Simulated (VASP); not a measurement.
The system is Ti.

```
Ti
1.0
     2.90000    0.00000    0.00000
    -1.45000    2.51147    0.00000
     0.00000    0.00000    4.60000
Ti
2
Direct
  0.33333 0.66667 0.25000
  0.66667 0.33333 0.75000
```

The cell was built by a generator and needn't be a form met in nature.

```yaml
Program: VASP 6.6.1
Task: relaxation of cell and atoms
Functional: r2SCAN
Dispersion: rVV10
Potentials_or_basis: VASP PAW PBE potentials, release 64 (Ti_sv)
Cutoff: 600 eV
k_mesh: 16 × 16 × 10
Occupations: methfessel-paxton, width 0.1 eV
Spin: no spin polarisation
```

At the start: pressure 3.6 GPa; volume 16.75 Å³/atom.

Problem. How do energy, volume and symmetry change on relaxing?

Solution. Over 8 steps the energy falls by 5.5 meV/atom and the volume is 17.24 Å³/atom (+2.9 %); space group P6_3/mmc (No. 194, to 0.05 Å).

Step by step:
```csv
step,energy change (eV),largest force (eV/Å),pressure (GPa),volume (Å³)
1,0.0000,0.0000,3.60,33.50
2,-0.0029,0.0000,-2.86,35.36
3,-0.0109,0.0000,-0.02,34.49
4,-0.0109,0.0000,0.05,34.47
5,-0.0109,0.0000,0.05,34.47
6,-0.0109,0.0000,0.05,34.47
7,-0.0109,0.0000,-0.05,34.50
8,-0.0109,0.0000,-0.01,34.49
```

Final structure:
```cif
data_structure
_symmetry_space_group_name_H-M 'P 1'
_symmetry_Int_Tables_number 1
_cell_length_a 2.9309
_cell_length_b 2.9309
_cell_length_c 4.6357
_cell_angle_alpha 90.000
_cell_angle_beta 90.000
_cell_angle_gamma 120.000
_cell_volume 34.49
loop_
_atom_site_label
_atom_site_type_symbol
_atom_site_fract_x
_atom_site_fract_y
_atom_site_fract_z
_atom_site_occupancy
Ti1 Ti 0.33333 0.66667 0.25000 1
Ti2 Ti 0.66667 0.33333 0.75000 1
```

Caveat: the PAW data sets were made with another functional, which shifts forces and pressure a little.
